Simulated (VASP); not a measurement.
OSZICAR of a VASP run on Nb (bcc):

File OSZICAR:
```
       N       E                     dE             d eps       ncg     rms          rms(c)
DAV:   1     0.125811282077E+03    0.12581E+03   -0.75022E+03  2916   0.132E+03
DAV:   2    -0.524685171938E+01   -0.13106E+03   -0.12794E+03  3160   0.481E+02
DAV:   3    -0.113604171101E+02   -0.61136E+01   -0.57357E+01  4494   0.891E+01
DAV:   4    -0.116203838736E+02   -0.25997E+00   -0.25491E+00  4282   0.160E+01
DAV:   5    -0.116338494707E+02   -0.13466E-01   -0.13445E-01  4388   0.273E+00    0.803E+00
DAV:   6    -0.112876385570E+02    0.34621E+00   -0.67705E-01  4540   0.116E+01    0.294E+00
DAV:   7    -0.112449331184E+02    0.42705E-01   -0.20536E-01  4590   0.621E+00    0.885E-01
DAV:   8    -0.112485798245E+02   -0.36467E-02   -0.12438E-02  3422   0.165E+00    0.290E-02
DAV:   9    -0.112486463514E+02   -0.66527E-04   -0.94684E-04  5066   0.352E-01    0.425E-02
DAV:  10    -0.112486558728E+02   -0.95215E-05   -0.16267E-05  3616   0.502E-02    0.246E-02
DAV:  11    -0.112486536098E+02    0.22631E-05   -0.96647E-06  3344   0.664E-02    0.364E-03
DAV:  12    -0.112486536307E+02   -0.20901E-07   -0.33334E-07  3698   0.546E-03
   1 F= -.11248654E+02 E0= -.11248780E+02  d E =0.379952E-03
```

Problem. Which electronic solver shows in the log?

Solution. It is blocked Davidson (ALGO = Normal, or the opening steps of other solvers). The INCAR had ALGO = Normal.

Problem. Can the final energy be trusted as converged?

Solution. The calculation finished and met its thresholds. It stopped with EDIFF = 1E-7, NELM = 100 (LDA (Ceperley-Alder, Perdew-Zunger), plane waves, VASP's LDA PAW potentials (set 64)).

The compound is Nb in the bcc structure. This cell is one point of a volume scan, at 0.97 of the reference volume.
